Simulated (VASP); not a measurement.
All values below come from PBEsol GGA, VASP's PBE PAW potentials (set 64) (plane waves; VASP).

VASP ran on this input.

**INCAR**
```
SYSTEM = CdTe
PREC = Accurate
ENCUT = 500
EDIFF = 1E-6
NELM = 100
ALGO = Normal
LREAL = .FALSE.
LASPH = .TRUE.
ISMEAR = 0
SIGMA = 0.05
GGA = PS
LMAXMIX = 4
LWAVE = .FALSE.
LCHARG = .FALSE.
IBRION = 2
ISIF = 3
NSW = 40
EDIFFG = -0.02
PSTRESS = 300
```

### POSCAR
```
CdTe
1
    0.0000000000     2.9790817830     2.9790817830
    2.9790817830    -0.0000000000     2.9790817830
    2.9790817830     2.9790817830    -0.0000000000
Cd Te
1 1
Direct
  0.0000000000   0.0000000000   0.0000000000
  0.2500000000   0.2500000000   0.2500000000
```

File KPOINTS:
```
Automatic mesh
0
Gamma
  8 8 8
```

POTCAR, in this order: Cd Te (PBE.64 set). Program: vasp_std.

Output of the run:

**OSZICAR**
```
       N       E                     dE             d eps       ncg     rms          rms(c)
DAV:   1     0.104363474187E+03    0.10436E+03   -0.87065E+03   762   0.121E+03
DAV:   2    -0.140929791886E+01   -0.10577E+03   -0.10233E+03   844   0.286E+02
DAV:   3    -0.498667585795E+01   -0.35774E+01   -0.35717E+01   924   0.551E+01
DAV:   4    -0.501619259384E+01   -0.29517E-01   -0.29515E-01  1043   0.460E+00
DAV:   5    -0.501628480762E+01   -0.92214E-04   -0.92213E-04   919   0.213E-01    0.100E+01
DAV:   6    -0.475230713646E+01    0.26398E+00   -0.59476E-01   864   0.130E+01    0.746E+00
DAV:   7    -0.472721851162E+01    0.25089E-01   -0.17017E-01   874   0.347E+00    0.236E+00
DAV:   8    -0.472577718711E+01    0.14413E-02   -0.17632E-02   779   0.203E+00    0.746E-01
DAV:   9    -0.472566700583E+01    0.11018E-03   -0.10537E-03   834   0.405E-01    0.240E-01
DAV:  10    -0.472567275744E+01   -0.57516E-05   -0.14252E-04   844   0.112E-01    0.721E-02
DAV:  11    -0.472568295040E+01   -0.10193E-04   -0.37838E-05   906   0.736E-02    0.277E-02
DAV:  12    -0.472568158903E+01    0.13614E-05   -0.34607E-06   854   0.271E-02    0.105E-02
DAV:  13    -0.472568164632E+01   -0.57287E-07   -0.14678E-06   637   0.102E-02
   1 F= 0.51755209E+01 E0= 0.51755209E+01  d E =0.517552E+01
       N       E                     dE             d eps       ncg     rms          rms(c)
DAV:   1    -0.139951551488E+02   -0.92695E+01   -0.19317E+02   889   0.193E+02    0.323E+01
DAV:   2    -0.243409491695E+01    0.11561E+02   -0.47712E+01   819   0.125E+02    0.830E+00
DAV:   3    -0.195741066724E+01    0.47668E+00   -0.26615E+00   774   0.197E+01    0.306E+00
DAV:   4    -0.178218853840E+01    0.17522E+00   -0.33830E-01   814   0.306E+00    0.248E+00
DAV:   5    -0.177620273019E+01    0.59858E-02   -0.15724E-02   852   0.181E+00    0.124E+00
DAV:   6    -0.177510127724E+01    0.11015E-02   -0.10832E-02   869   0.871E-01    0.154E-01
DAV:   7    -0.177519663120E+01   -0.95354E-04   -0.28077E-04   842   0.141E-01    0.946E-02
DAV:   8    -0.177522129231E+01   -0.24661E-04   -0.35208E-05   924   0.484E-02    0.121E-02
DAV:   9    -0.177522047327E+01    0.81905E-06   -0.16196E-06   655   0.162E-02
   2 F= 0.59471840E+01 E0= 0.59471840E+01  d E =0.771663E+00
       N       E                     dE             d eps       ncg     rms          rms(c)
DAV:   1    -0.931282826524E+01   -0.75376E+01   -0.10772E+02   839   0.166E+02    0.254E+01
DAV:   2    -0.495220590926E+01    0.43606E+01   -0.10638E+01   789   0.593E+01    0.112E+01
DAV:   3    -0.440543783890E+01    0.54677E+00   -0.82813E-01   859   0.138E+01    0.963E+00
DAV:   4    -0.422341744609E+01    0.18202E+00   -0.22504E-01   789   0.420E+00    0.253E+00
DAV:   5    -0.421701595772E+01    0.64015E-02   -0.12929E-02   829   0.111E+00    0.654E-01
DAV:   6    -0.421689366822E+01    0.12229E-03   -0.22802E-03   802   0.673E-01    0.165E-01
DAV:   7    -0.421692869231E+01   -0.35024E-04   -0.66134E-04   814   0.382E-01    0.931E-02
DAV:   8    -0.421694545733E+01   -0.16765E-04   -0.66247E-05   874   0.118E-01    0.183E-02
DAV:   9    -0.421694175645E+01    0.37009E-05   -0.16196E-05   809   0.731E-02    0.166E-02
DAV:  10    -0.421694125519E+01    0.50126E-06   -0.12127E-06   477   0.133E-02
   3 F= 0.50586844E+01 E0= 0.50586844E+01  d E =-.116837E+00
       N       E                     dE             d eps       ncg     rms          rms(c)
DAV:   1    -0.418539172073E+01    0.31550E-01   -0.44973E-02   864   0.316E+00    0.346E-01
DAV:   2    -0.418326377308E+01    0.21279E-02   -0.56337E-03   859   0.142E+00    0.140E-01
DAV:   3    -0.418306761394E+01    0.19616E-03   -0.44136E-04   804   0.266E-01    0.112E-01
DAV:   4    -0.418303576736E+01    0.31847E-04   -0.88407E-05   809   0.933E-02    0.127E-02
DAV:   5    -0.418303456615E+01    0.12012E-05   -0.86334E-06   799   0.488E-02    0.125E-02
DAV:   6    -0.418303501592E+01   -0.44978E-06   -0.18104E-06   528   0.145E-02
   4 F= 0.50581812E+01 E0= 0.50581812E+01  d E =-.117340E+00
       N       E                     dE             d eps       ncg     rms          rms(c)
DAV:   1    -0.417048463798E+01    0.12550E-01   -0.62598E-03   869   0.118E+00    0.131E-01
DAV:   2    -0.417018420528E+01    0.30043E-03   -0.78854E-04   854   0.530E-01    0.526E-02
DAV:   3    -0.417015717039E+01    0.27035E-04   -0.62533E-05   809   0.100E-01    0.421E-02
DAV:   4    -0.417015397224E+01    0.31981E-05   -0.12466E-05   804   0.350E-02    0.485E-03
DAV:   5    -0.417015392205E+01    0.50187E-07   -0.11597E-06   377   0.184E-02
   5 F= 0.50581709E+01 E0= 0.50581709E+01  d E =-.117350E+00
```

File OUTCAR:
```
------------------------ aborting loop because EDIFF is reached ----------------------------------------
  FORCE on cell =-STRESS in cart. coord.  units (eV):
  Direction    XX          YY          ZZ          XY          YZ          ZX
  --------------------------------------------------------------------------------------
  Total        9.2570800      9.2570800      9.2570800      0.0000000     -0.0000000      0.0000000
  in kB      300.9347913    300.9347913    300.9347913      0.0000000     -0.0000000      0.0000000
  external PRESSURE =       0.9347913 kB  Pullay stress =     300.0000000 kB
  volume of cell :       49.28
      direct lattice vectors                 reciprocal lattice vectors
    -0.000000000  2.910007235  2.910007235    -0.171820879  0.171820879  0.171820879
     2.910007235  0.000000000  2.910007235     0.171820879 -0.171820879  0.171820879
     2.910007235  2.910007235  0.000000000     0.171820879  0.171820879 -0.171820879
  FREE ENERGIE OF THE ION-ELECTRON SYSTEM (eV)
  ---------------------------------------------------
  free  energy   TOTEN  =        -4.1701539220 eV

  energy  without entropy=       -4.1701539220  energy(sigma->0) =       -4.17015392
  enthalpy is  TOTEN    =         5.0581709320 eV   P V=        9.2283248541

 reached required accuracy - stopping structural energy minimisation
```
(Selected blocks of OUTCAR.)

### CONTCAR
```
CdTe
   1.00000000000000
    -0.0000000000000000    2.9100072346551338    2.9100072346551338
     2.9100072346551338    0.0000000000000000    2.9100072346551338
     2.9100072346551338    2.9100072346551338    0.0000000000000000
  Cd              Te
     1     1
Direct
     0.0000000000000000    0.0000000000000000    0.0000000000000000
     0.2500000000000000    0.2500000000000000    0.2500000000000000
```

**OUTCAR**
```
 val. band max:        5.8558345925   @ k =   0.0000   0.0000   0.0000

 cond. band min:       7.4206742699   @ k =   0.5000   0.5000   0.0000


 Fermi energy:         6.0561437379

 k-point     1 :       0.0000    0.0000    0.0000
  band No.  band energies     occupation
      1      -7.8414      2.00000
      2      -4.1897      2.00000
      3      -4.1897      2.00000
      4      -4.1897      2.00000
      5      -3.6040      2.00000
      6      -3.6040      2.00000
      7       5.8558      2.00000
      8       5.8558      2.00000
      9       5.8558      2.00000
     10       7.4992      0.00000
     11       9.9518      0.00000
     12       9.9518      0.00000
     13       9.9518      0.00000

 k-point     2 :       0.1250    0.0000    0.0000
  band No.  band energies     occupation
      1      -7.7289      2.00000
      2      -4.1643      2.00000
      3      -4.1643      2.00000
      4      -4.1403      2.00000
      5      -3.6079      2.00000
      6      -3.6079      2.00000
      7       4.2708      2.00000
      8       5.5778      2.00000
      9       5.5778      2.00000
     10       8.2013      0.00000
     11      10.2778      0.00000
     12      10.2958      0.00000
     13      10.2958      0.00000

 k-point     3 :       0.2500    0.0000    0.0000
  band No.  band energies     occupation
      1      -7.4511      2.00000
      2      -4.1086      2.00000
      3      -4.1086      2.00000
      4      -3.9269      2.00000
      5      -3.6094      2.00000
      6      -3.6094      2.00000
      7       2.0293      2.00000
      8       5.0364      2.00000
      9       5.0364      2.00000
     10       8.1256      0.00000
     11      10.7464      0.00000
     12      10.7464      0.00000
     13      11.7211      0.00000

 k-point     4 :       0.3750    0.0000    0.0000
  band No.  band energies     occupation
      1      -7.1727      2.00000
      2      -4.0643      2.00000
      3      -4.0643      2.00000
...
```

Energy and stress use the plane-wave basis of the starting cell. Unless said otherwise, spin-orbit coupling is left out, though it shifts the bands of the heavy elements here.

The structure was generated: CdTe was put into the zinc blende type (F-43m), which need not be its known phase. This run relaxes it under an external pressure of 30 GPa. Symmetry was kept, so distortions that lower it aren't found.
